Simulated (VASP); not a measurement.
KTaO$_{3}$ (cubic perovskite) is relaxed at rising pressure, each step from the one before. Symmetry mostly holds the structure type, and other phases were not tried. The mesh follows the cell, and a change of mesh leaves a small step in the series.

Input:

```cif
data_KO3Ta
_chemical_formula_sum 'K1 Ta1 O3'
_space_group_name_H-M_alt 'Pm-3m'
_space_group_IT_number 221
_space_group_name_Hall '-P 4 2 3'
_cell_length_a 4.02698
_cell_length_b 4.02698
_cell_length_c 4.02698
_cell_angle_alpha 90.000
_cell_angle_beta 90.000
_cell_angle_gamma 90.000
loop_
_atom_site_label
_atom_site_type_symbol
_atom_site_symmetry_multiplicity
_atom_site_Wyckoff_symbol
_atom_site_fract_x
_atom_site_fract_y
_atom_site_fract_z
_atom_site_occupancy
K1 K 1 a 0.00000 0.00000 0.00000 1
Ta1 Ta 1 b 0.50000 0.50000 0.50000 1
O1 O 3 c 0.00000 0.50000 0.50000 1
```

All values below come from PBE GGA, VASP's PBE PAW potentials (set 64) (plane waves; VASP). Settings: 620 eV cut-off, 6×6×6 Γ-centred mesh, Gaussian smearing of 0.050 eV, potentials K_sv Ta_pv O.

Unless said otherwise, spin-orbit coupling is left out, though it shifts the bands of the heavy elements here.

```json
[
 {"P (GPa)": "0", "V (Å³/atom)": "13.06", "H − H(0) (eV/atom)": "0.000", "space group": "Pm-3m", "gap on the mesh (eV)": "2.11", "k-mesh": "6×6×6"},
 {"P (GPa)": "5", "V (Å³/atom)": "12.74", "H − H(0) (eV/atom)": "0.403", "space group": "Pm-3m", "gap on the mesh (eV)": "2.17", "k-mesh": "6×6×6"},
 {"P (GPa)": "10", "V (Å³/atom)": "12.46", "H − H(0) (eV/atom)": "0.797", "space group": "Pm-3m", "gap on the mesh (eV)": "2.22", "k-mesh": "6×6×6"},
 {"P (GPa)": "20", "V (Å³/atom)": "11.98", "H − H(0) (eV/atom)": "1.560", "space group": "Pm-3m", "gap on the mesh (eV)": "2.30", "k-mesh": "6×6×6"},
 {"P (GPa)": "30", "V (Å³/atom)": "11.58", "H − H(0) (eV/atom)": "2.296", "space group": "Pm-3m", "gap on the mesh (eV)": "2.37", "k-mesh": "6×6×6"},
 {"P (GPa)": "45", "V (Å³/atom)": "11.08", "H − H(0) (eV/atom)": "3.357", "space group": "Pm-3m", "gap on the mesh (eV)": "2.45", "k-mesh": "6×6×6"}
]
```

Pressures at which the relaxation failed are left out.

The compound is KTaO3 in the cubic perovskite structure.
